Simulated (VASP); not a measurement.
Output of a VASP run:

### OSZICAR
```
       N       E                     dE             d eps       ncg     rms          rms(c)
DAV:   1     0.124659189069E+03    0.12466E+03   -0.85100E+03  2016   0.158E+03
DAV:   2    -0.111074039650E+02   -0.13577E+03   -0.12954E+03  2088   0.388E+02
DAV:   3    -0.212071073547E+02   -0.10100E+02   -0.97845E+01  2664   0.101E+02
DAV:   4    -0.216718033364E+02   -0.46470E+00   -0.46396E+00  2604   0.208E+01
DAV:   5    -0.216899669628E+02   -0.18164E-01   -0.18162E-01  2764   0.371E+00    0.177E+01
DAV:   6    -0.146061135557E+02    0.70839E+01   -0.36763E+01  2508   0.735E+01    0.597E+00
DAV:   7    -0.143888217058E+02    0.21729E+00   -0.31289E+00  2444   0.223E+01    0.367E+00
DAV:   8    -0.143845972501E+02    0.42245E-02   -0.36134E-01  2240   0.808E+00    0.138E+00
DAV:   9    -0.144258528720E+02   -0.41256E-01   -0.11313E-01  2544   0.322E+00    0.144E+00
DAV:  10    -0.144092252410E+02    0.16628E-01   -0.37578E-02  2164   0.301E+00    0.490E-01
DAV:  11    -0.144071489451E+02    0.20763E-02   -0.11105E-02  2676   0.142E+00    0.904E-02
DAV:  12    -0.144070565772E+02    0.92368E-04   -0.54846E-04  2528   0.401E-01    0.323E-02
DAV:  13    -0.144071098111E+02   -0.53234E-04   -0.52225E-05  2508   0.872E-02    0.844E-03
DAV:  14    -0.144071096772E+02    0.13391E-06   -0.39333E-06  2172   0.202E-02
   1 F= -.14407110E+02 E0= -.14407039E+02  d E =-.210995E-03
```

### OUTCAR
```
------------------------ aborting loop because EDIFF is reached ----------------------------------------
  FORCE on cell =-STRESS in cart. coord.  units (eV):
  Direction    XX          YY          ZZ          XY          YZ          ZX
  --------------------------------------------------------------------------------------
  Total        0.2824139      0.2824139      0.2824139      0.0000000      0.0000000      0.0000000
  in kB       21.0083733     21.0083733     21.0083733      0.0000000      0.0000000      0.0000000
  external PRESSURE =      21.0083733 kB  Pullay stress =       0.0000000 kB
  volume of cell :       21.54
      direct lattice vectors                 reciprocal lattice vectors
     0.000000000  2.208300000  2.208300000    -0.226418512  0.226418512  0.226418512
     2.208300000  0.000000000  2.208300000     0.226418512 -0.226418512  0.226418512
     2.208300000  2.208300000  0.000000000     0.226418512  0.226418512 -0.226418512
 POSITION                                       TOTAL-FORCE (eV/Angst)
 -----------------------------------------------------------------------------------
      0.00000      0.00000      0.00000        -0.000000      0.000000      0.000000
      2.20830      2.20830      2.20830         0.000000     -0.000000     -0.000000
 -----------------------------------------------------------------------------------
    total drift:                                0.000000     -0.000000     -0.000000
  FREE ENERGIE OF THE ION-ELECTRON SYSTEM (eV)
  ---------------------------------------------------
  free  energy   TOTEN  =       -14.4071096772 eV

  energy  without entropy=      -14.4068986825  energy(sigma->0) =      -14.40703935

 total charge

# of ion       s       p       d       tot
------------------------------------------
    1        2.207   6.254   1.667  10.128
    2        0.878   1.530   0.000   2.408
--------------------------------------------------
tot          3.085   7.785   1.667  12.537
```
(Selected blocks of OUTCAR.)

### POSCAR
```
TiC
1
    0.0000000000     2.2083000000     2.2083000000
    2.2083000000     0.0000000000     2.2083000000
    2.2083000000     2.2083000000     0.0000000000
Ti C
1 1
Direct
  0.0000000000   0.0000000000   0.0000000000
  0.5000000000   0.5000000000   0.5000000000
```

Task: Write an INCAR and KPOINTS that could have produced this output.

Result: This is not unique; one that fits is the input of the run itself, PBE GGA + U (Dudarev), plane waves, VASP's PBE PAW potentials (set 64).

**INCAR**
```
# general
SYSTEM   =TiC
PREC     =Accurate
ENCUT    =520
LREAL    =.FALSE.   # projection in real space or not
LASPH    =.TRUE.   # aspherical one-centre terms

# electronic loop
EDIFF    =1E-6   # SCF stop (eV)
NELM     =100   # most electronic steps
ALGO     =Normal   # blocked Davidson
LMAXMIX  =4

# smearing
ISMEAR   =1
SIGMA    =0.1   # width (eV)

# functional
GGA      =PE

# DFT+U
LDAU     =.TRUE.
LDAUTYPE =2   # Dudarev
LDAUL    =2 -1
LDAUU    =6.0 0
LDAUJ    =0 0
LDAUPRINT=1

# ions
ISIF     =2

# output
LWAVE    =.FALSE.
LCHARG   =.FALSE.
LORBIT   =10
```

File KPOINTS:
```
Automatic mesh
0
Gamma
13 13 13
0 0 0
```

POTCAR, in this order: Ti_sv C (PBE.64 set). Program: vasp_std.

The compound is TiC in the rock salt structure. The cell was not relaxed at this level. The run is one of a series of settings (LDAU = .TRUE., LDAUJ = 0 0, LDAUL = 2 -1, LDAUTYPE = 2, LDAUU = 6.0 0 against the base run), some of them coarse on purpose.
